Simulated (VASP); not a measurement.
Data:

```xyz
3
Lattice="-1.5947 1.5947 3.9081 1.5947 -1.5947 3.9081 1.5947 1.5947 -3.9081" Properties=species:S:1:pos:R:3 pbc="T T T"
Si     1.5947     1.5947     1.2933
Si     0.0000     0.0000     2.6148
Mo     1.5947     1.5947    -3.9081
```

All values below come from PBE GGA with D3 dispersion (zero damping), VASP's PBE PAW potentials (set 64) (plane waves; VASP 6.6.1). Settings: 520 eV cut-off, Gaussian smearing of 0.050 eV, potentials Si Mo_sv.

**Question.** Predict the band gap (along the path) with the smallest direct gap where there is one.

**Answer.** 
```yaml
band gap (along the path): none (metal, semimetal or under 0.01 eV)
```

The absolute energy has meaning only against runs of the same code, potentials and settings.

The compound is MoSi2 in the MoSi2 type structure. It was relaxed first.
